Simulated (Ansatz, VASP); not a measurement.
SmO3 in VASP and in Ansatz

```
Sm O
1.0
     0.00000    2.83308    2.83308
     2.83308    0.00000    2.83308
     2.83308    2.83308    0.00000
Sm O
1 3
Cartesian
  0.0000 0.0000 0.0000
  1.4165 1.4165 1.4165
  4.2496 4.2496 4.2496
  2.8331 2.8331 2.8331
```

Change from the starting cell: species swapped into the Li3Pt type (Fm-3m, No. 225).

Alike in both runs: functional PBE; k mesh 6 × 6 × 6; occupations gaussian, width 0.1 eV; no spin polarisation.

Ansatz relaxed the structure, and its values are those at the end. VASP's run is a single point on that final structure, the one shown.

|  | VASP | Ansatz |
| --- | --- | --- |
| version | VASP 6.6.1 | Ansatz 0.2.0 |
| potentials or method | VASP PAW PBE potentials, release 64 (Sm, O) | scalar-relativistic, plane waves, PAW |
| plane-wave cutoff (eV) | 520 | 690 |
| valence electrons in the cell | 34 | 29 |

Ansatz gave:

| Quantity | Value |
| --- | --- |
| gap on the k mesh at the Fermi level (eV) | none |
| pressure (GPa) | -0.4 |

**Question.** What did VASP give for the same quantities?

**Answer.** gap on the k mesh at the Fermi level (eV): none; pressure (GPa): -15.0.

A gap of «none» marks a metal or a gap that the smearing closes. One of these differences is far larger than is usual between the two programs; its cause wasn't traced. With one functional, cell and mesh, what is left measures potentials, basis and numerics. The two sets of potentials don't hold the same shells in valence.

Caveats: so large a pressure means that the cell lies far from this level's equilibrium, or that cutoff or potentials fall short (VASP); the run has no spin polarisation, though such a crystal can be magnetic; without U or exact exchange the open f shell lies at the Fermi level, which spoils levels, moments and volumes. Spin polarisation is off, so any magnetic state and its effect on volume and gap are missing. Spin-orbit coupling is left out, which matters for the levels of Sm.
